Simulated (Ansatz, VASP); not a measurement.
# GaCuSe2 in two plane-wave programs

Wanted: the spread between two codes on one cell, functional and k mesh. The cell is taken from a series of runs on this material, whose earlier steps may have relaxed, scaled, displaced or heated it; both programs get it as it stands.

Method: plane waves, with VASP 6.6.1 beside it; G0W0 gap at PBE, DFT+U, in Ansatz 0.2.0.

In doubt: one-shot GW on d or f shells is unsure, so the values of those runs are not to be relied on.

**1. The starting structure**

It takes space group I-42d (No. 122, tetragonal). The conventional cell has a = 5.619 Å, b = 5.619 Å, c = 11.026 Å, α = 90.00°, β = 90.00°, γ = 90.00°. Nearest to Ga lie 4 Se at 2.42 Å. Nearest to Cu lie 4 Se at 2.42 Å. Se has 2 Ga at 2.42 Å and 2 Cu at 2.42 Å nearest. Farther neighbours and most contacts between anions are not listed.

**2. Ansatz: G0W0 gap, PBE, DFT+U**

Ansatz runs on its PAW soft_1 files.

Quasiparticle shifts depend on high empty states and on the cores, so they are the hardest test of two PAW sets.

Input file input.yaml:

```yaml
crystal:
  lattice:
    - [-2.80955, 2.80955, 5.513]
    - [2.80955, -2.80955, 5.513]
    - [2.80955, 2.80955, -5.513]
  atoms:
    - { symbol: Ga, position: [0.5, 0.5, 0.0] }
    - { symbol: Ga, position: [0.25, 0.75, 0.5] }
    - { symbol: Cu, position: [0.0, 0.0, 0.0] }
    - { symbol: Cu, position: [0.75, 0.25, 0.5] }
    - { symbol: Se, position: [0.375, 0.37562, 0.50062] }
    - { symbol: Se, position: [0.62438, 0.125, 0.99938] }
    - { symbol: Se, position: [0.875, 0.87438, 0.49938] }
    - { symbol: Se, position: [0.12562, 0.625, 0.00062] }
kpoints:
  mp_grid: { grid: [4, 4, 4] }
hamiltonian:
  xc: pbe
  hubbard:
    projectors: ortho-atomic
    sites: [{ species: Ga, l: d, u_eff: 10.0 }]
  pseudopotentials: { kind: paw, azcp: { folder: soft_1 } }
scf:
  occupations: { method: fixed }
gw:
  n_empty_bands: 726
  ecut_chi: 150.0
  qp_bands: [v2, c2]
  qp_kpoints: band_edges
  screening: { model: contour_deformation }
```

On the command line:

```console
> ansatz run input.yaml --threads 2 --pin off --max-ram 73728MiB --backend cuda --events-out ev --progress --plain --runs-dir out --devices 1 --max-vram 13GiB
```

Numbers of over 12 decimals in the logs are rounded to 6 here.

What it wrote:

```text
GPUs: using 1 of 1 available (devices: 1).
Engine: ansatz 0.2.0, x86_64-unknown-linux-gnu
Pseudopotentials: kind: paw
Pseudopotential: Ga, paw, valence charge 13, recommended cutoff 420 eV (normal), soft_1/Ga.paw.azcp
Pseudopotential: Cu, paw, valence charge 19, recommended cutoff 420 eV (normal), soft_1/Cu.paw.azcp
Pseudopotential: Se, paw, valence charge 16, recommended cutoff 420 eV (normal), soft_1/Se.paw.azcp
Functional definition: PBE
  parameter kappa = 0.804
  parameter beta = 0.066725
  exchange = pbe_x(kappa = kappa, mu = beta*pi^2/3)
  correlation = pbe_c(beta = beta)
device memory: the entry about to start is reckoned to put 3.1 GiB on a device that reports 44.2 GiB free (of which the cap on the GPU budget leaves the run 13.0 GiB)
GPU FFT provider: cuFFT
GPU libraries: cuBLAS 13.8.2, cuFFT 12.4.0, cuSOLVER 12.3.4
Crystal: 8 atoms, lattice volume = 174.069 Å³
Basis set: ecut = 420 eV, 3451 PW (Γ)
Bands: 77, of which v1, the nominal top of the filled ones, is band 64 counted from 1 (63 counted from 0)
Symmetry: 8 space group operations
Space group: I-42d (ITA 122), of the structure as read, at distance tolerance 5.6e-5 Å
k-points: 13 of 64 (time reversal used)
Non-local potential: Ga, projectors of the file, l = 0: 2, l = 1: 2, l = 2: 3, l = 3: 1
Non-local potential: Cu, projectors of the file, l = 0: 3, l = 1: 2, l = 2: 3, l = 3: 1
Non-local potential: Se, projectors of the file, l = 0: 2, l = 1: 2, l = 2: 3, l = 3: 1
PAW form: soft (Blöchl's): semilocal exchange-correlation on the pseudo side does not see the compensation charge
PAW one-centre angular grid: Ga, 590 points (default); XC on 64 Gauss nodes
PAW one-centre angular grid: Cu, 590 points (default); XC on 64 Gauss nodes
PAW one-centre angular grid: Se, 590 points (default); XC on 64 Gauss nodes
Initial density: superposition of atomic densities (chi_scale 0.1, normalization cell, long waves of neutral atoms under a Hubbard term (reshape's long-wave potential 0.00 eV rms, cloud 2.52 Å wide))
Initial wavefunctions: pseudopotential atomic-orbital guess
GPU buffer pool allocated for 110592 grid points (all kernels)
GPU transforms: local potential and band sums: pruned to the plane-wave sphere, on 45×45×45
Functional: x = pbe(κ = 0.804, μ = 0.219515), c = pbe(β = 0.066725)
SCF iter   1: F=—  HF=-42697.584416 eV  |F-HF|=—  |Δ(HF+E_count)|=         —  Δρ=5.71e-2  dr2=4.13e0  ethr=3.10e-3  ⟨swp⟩=4.5  Hψ=2816  notcnv=0  defer=131
preconditioner: auto → Resta (q_TF=auto, 2.592 Å⁻¹)  ε∞=3.8  [insulator: Δε(μ)=0.565 eV  Ē_g=14.311 eV  n_scr=60 (ndim 8)  ℏωp=23.9 eV  f_vac=0.054  ε∞_Penn≈3.8]
SCF iter   2: F=—  HF=-42696.862413 eV  |F-HF|=—  |Δ(HF+E_count)|=   7.22e-1  Δρ=4.74e-2  dr2=2.11e0  ethr=3.10e-3  ⟨swp⟩=2.5  Hψ=1712  notcnv=0  defer=99
SCF iter   3: F=—  HF=-42696.664213 eV  |F-HF|=—  |Δ(HF+E_count)|=   1.98e-1  Δρ=2.61e-2  dr2=8.94e-1  ethr=1.65e-3  ⟨swp⟩=2.0  Hψ=2024  notcnv=0  defer=134
SCF iter   4: F=—  HF=-42696.449549 eV  |F-HF|=—  |Δ(HF+E_count)|=   2.15e-1  Δρ=6.89e-3  dr2=6.43e-2  ethr=6.99e-4  ⟨swp⟩=2.0  Hψ=1319  notcnv=0  defer=137
SCF iter   5: F=—  HF=-42696.448280 eV  |F-HF|=—  |Δ(HF+E_count)|=   1.27e-3  Δρ=2.99e-3  dr2=1.16e-2  ethr=5.03e-5  ⟨swp⟩=2.2  Hψ=1407  notcnv=0  defer=141
SCF iter   6: F=—  HF=-42696.447620 eV  |F-HF|=—  |Δ(HF+E_count)|=   6.61e-4  Δρ=8.00e-4  dr2=1.44e-3  ethr=9.06e-6  ⟨swp⟩=2.0  Hψ=1403  notcnv=0  defer=143
SCF iter   7: F=—  HF=-42696.448768 eV  |F-HF|=—  |Δ(HF+E_count)|=   1.15e-3  Δρ=3.94e-4  dr2=2.81e-4  ethr=1.12e-6  ⟨swp⟩=3.0  Hψ=1663  notcnv=0  defer=143
SCF iter   8: F=—  HF=-42696.448906 eV  |F-HF|=—  |Δ(HF+E_count)|=   1.38e-4  Δρ=1.53e-4  dr2=2.13e-5  ethr=2.20e-7  ⟨swp⟩=2.0  Hψ=1653  notcnv=0  defer=142
SCF iter   9: F=—  HF=-42696.448930 eV  |F-HF|=—  |Δ(HF+E_count)|=   2.43e-5  Δρ=4.13e-5  dr2=1.89e-6  ethr=1.67e-8  ⟨swp⟩=2.0  Hψ=1299  notcnv=0  defer=92
SCF iter  10: F=—  HF=-42696.448935 eV  |F-HF|=—  |Δ(HF+E_count)|=   5.23e-6  Δρ=1.16e-5  dr2=1.41e-7  ethr=1.48e-9  ⟨swp⟩=2.0  Hψ=1413  notcnv=0  defer=92
SCF iter  11: F=—  HF=-42696.448936 eV  |F-HF|=—  |Δ(HF+E_count)|=   2.16e-7  Δρ=6.41e-6  dr2=4.22e-8  ethr=7.81e-11  ⟨swp⟩=9.2  Hψ=4211  notcnv=0
SCF iter  12: F=-42696.448936 eV  HF=-42696.448936 eV  |F-HF|=2.51e-8  |Δ(HF+E_count)|=   4.26e-9  Δρ=4.51e-6  dr2=2.48e-8  ethr=3.29e-11  ⟨swp⟩=3.2  Hψ=2703  notcnv=0
SCF 1 converged in 12 iterations: F = -42696.448936 eV  dr2 = 2.48e-8
  greatest PAW one-centre occupation: 1.000 electrons in one spin orbital (limit 2), on the Se atom at site 7 (counted from 0), in its partial waves of l = 2
device memory: the entry about to start is reckoned to put 3.8 GiB (of the 3.9 GiB reckoned in all, the device holds 0.1 GiB already) on a device that reports 44.2 GiB free (of which the cap on the GPU budget leaves the run 12.9 GiB)
NSCF: frozen V_eff on 13 k-points
the band table was solved once the SCF had ended and its energy, with any forces and stress, was formed, with the checks that follow a solve (2555 applications of the Hamiltonian). They found nothing against the state; the energy, forces and stress were not computed again (output.eigenvalues in the input reference)
device memory: the entry about to start is reckoned to put 7.5 GiB on a device that reports 44.2 GiB free (of which the cap on the GPU budget leaves the run 13.0 GiB)
NSCF: frozen V_eff on 13 k-points
G₀W₀ screening: q 1/13
[... further progress lines ...]
device memory: the entry about to start is reckoned to put 1.3 GiB on a device that reports 46.9 GiB free (of which the cap on the GPU budget leaves the run 13.0 GiB)
NSCF: frozen V_eff on 1 k-points
device memory: the entry about to start is reckoned to put 1.3 GiB on a device that reports 47.0 GiB free (of which the cap on the GPU budget leaves the run 13.0 GiB)
NSCF: frozen V_eff on 1 k-points
SCF converged after 12 iterations
Free energy (F): -42696.448936 eV
Harris-Foulkes:  -42696.448936 eV  (|F-HF|=2.51e-8)
Internal energy: -42696.448936 eV  (E = F + TS)
E sigma→0 (E₀):  -42696.448936 eV
Fermi energy:    8.534704 eV
--- Per-component energies (eV) ---
  E_band       = -2752.650909
  E_kinetic    = 1189.851802
  E_local      = -25674.081198  (includes V_loc(G=0)·N_el)
  E_nonlocal   = 194.231857
  E_hartree    = 12679.154303
  E_xc         = -603.390607
  E_vxc        = -649.534688  (∫ρ·V_xc dr)
  E_hubbard    = 0.039706  (on-site DFT+U / exact-exchange correction)
  E_vhub       = -99.880859  (the Hubbard potential's part of the band-sum identity)
  E_paw        = -16146.149680  (= ΣΔE_a)
  E_vpaw       = -3071.568133  (= ΣTr[D̂ρ^β])
  E_aug_tail   = 0.000063  (compensation charges beyond the density's cutoff)
  E_ewald      = -14336.105182
  E_smearing   = -0.000000  (= −TS)
  E_closure    = 0.000000  (closes the sum)
  Σ components = -42696.448936   (vs F -42696.448936, Δ=0.00e0)
--- Band table (eV; the first three rows and the last of 13) ---
  k-point 0: bands = [... 60 lower, 7.0120, 8.4051, 8.4051, 8.5347, 8.7761, 10.4440, 10.8167, 12.5318, ... 9 higher]
  k-point 1: bands = [... 60 lower, 7.2466, 7.3057, 7.9137, 8.2519, 10.2403, 10.7690, 11.7453, 12.1296, ... 9 higher]
  k-point 2: bands = [... 60 lower, 7.7216, 7.7216, 8.0387, 8.0387, 9.7312, 9.7312, 11.8623, 11.8623, ... 9 higher]
  k-point 12: bands = [... 60 lower, 7.3110, 7.3110, 7.6305, 7.6305, 10.4189, 10.4189, 10.5000, 10.5000, ... 9 higher]
Occupation matrices written to <dir>
--- G₀W₀: contour deformation, 9 samples at zero and on the imaginary axis and 2 off it, 64 q-points, 726 empty bands' worth ---
  eigenvalues of the whole cell's RPA ε∞ on this k-mesh (on a slab, of 1 + 4πα/V) = 42.5138, 42.5138, 121.1335; static W/v taken at q = 0 is 0.016694
  gw.qp_kpoints: band_edges: 8 of 13 stored k-points solved, in 1 pass; an edge of the gap read off the rows below is read off those points alone
    valence top: of the k-points left out ik 8 came nearest to being solved in a further pass, in band 63 (counted from 1, as in the quasiparticle table): it holds the edge there only if its correction is more favourable than any solved in that band by at least 0.485 eV; those differ by 0.050 eV
    conduction bottom: of the k-points left out ik 7 came nearest to being solved in a further pass, in band 66 (counted from 1, as in the quasiparticle table): it holds the edge there only if its correction is more favourable than any solved in that band by at least 1.204 eV; those differ by 0.207 eV
    ik  band        ε_KS         Σx   Σc(E_QP)       V_xc       Z   E_QP_lin       E_QP  E_QP is
     0    63      8.4051   -31.2319     4.5043   -26.3907  0.6664     8.0483     8.0682  root
     0    64      8.5347   -31.6776     4.6068   -26.7363  0.6655     8.1806     8.2001  root
     0    65      8.7761   -11.1792    -3.5722   -14.8823  0.7274     8.9089     8.9069  root
     0    66     10.4440    -9.5657    -3.3592   -12.8618  0.7261    10.3814    10.3809  root
     1    63      7.9137   -33.9412     5.7611   -27.8577  0.6420     7.5733     7.5913  root
     1    64      8.2519   -31.5472     4.7665   -26.4340  0.6618     7.8835     7.9052  root
     1    65     10.2403   -12.4990    -3.5781   -16.2129  0.7116    10.3783    10.3760  root
     1    66     10.7690   -11.7158    -3.5793   -15.3972  0.7130    10.8722    10.8710  root
     2    63      8.0387   -32.9878     5.4108   -27.2255  0.6512     7.6646     7.6873  root
     2    64      8.0387   -32.9878     5.4108   -27.2255  0.6512     7.6646     7.6873  root
     2    65      9.7312   -11.6878    -3.5403   -15.3645  0.7201     9.8697     9.8675  root
     2    66      9.7312   -11.6878    -3.5403   -15.3645  0.7201     9.8697     9.8675  root
     3    63      7.9246   -32.3246     5.1632   -26.8315  0.6518     7.5758     7.5948  root
     3    64      8.2961   -31.9957     4.8993   -26.7588  0.6594     7.9384     7.9585  root
     3    65     10.1461   -13.1490    -3.3592   -16.6193  0.7122    10.2586    10.2573  root
     3    66     11.1026   -12.0731    -3.7412   -15.9533  0.7065    11.2441    11.2416  root
     6    63      8.0732   -32.7367     5.2074   -27.1893  0.6540     7.7126     7.7332  root
     6    64      8.1209   -32.5859     5.1838   -27.0623  0.6541     7.7604     7.7811  root
     6    65      9.8934   -11.2457    -3.6811   -15.0597  0.7198    10.0284    10.0263  root
     6    66     10.6704   -12.0972    -3.5653   -15.7793  0.7118    10.7887    10.7871  root
     9    63      7.4929   -35.7328     6.4162   -29.0150  0.6269     7.1762     7.1914  root
     9    64      8.1011   -32.2896     5.0903   -26.8593  0.6551     7.7406     7.7612  root
     9    65     10.4749   -12.8913    -3.5178   -16.5560  0.7092    10.6244    10.6217  root
     9    66     10.6880   -11.7514    -3.5760   -15.4278  0.7126    10.7895    10.7884  root
    11    63      7.6534   -34.6410     6.0106   -28.3218  0.6350     7.3288     7.3448  root
    11    64      7.6534   -34.6410     6.0106   -28.3218  0.6350     7.3288     7.3448  root
    11    65     10.4626   -12.2862    -3.6429   -16.0730  0.7117    10.6090    10.6064  root
    11    66     10.4626   -12.2862    -3.6429   -16.0730  0.7117    10.6090    10.6064  root
    12    63      7.6305   -35.1958     6.2380   -28.6322  0.6336     7.2861     7.3048  root
    12    64      7.6305   -35.1958     6.2380   -28.6322  0.6336     7.2861     7.3048  root
    12    65     10.4189   -13.6143    -3.1732   -16.9089  0.7097    10.5420    10.5403  root
    12    66     10.4189   -13.6143    -3.1732   -16.9089  0.7097    10.5420    10.5403  root
```

In the SCF lines HF is the Harris–Foulkes energy and dr2 the Hartree energy of the density residual, in eV; the loop may stop once dr2 is under the threshold and the program's other checks hold. Hψ counts applications of the Hamiltonian.

(Part 1 of 2 ends here.)

[Lines on the potential files, build, host, timing and source positions are cut from VASP's logs without a mark.]

[Logs are printed without paths, hosts, clocks, repeated set-up lines and the standing remarks that a program may print on its own settings, such as how far it seeks lower states.]

[Hosts, paths, dates, database ids (printed as entryN), source tags and the programs' standing remarks are cut or masked in the printed files.]
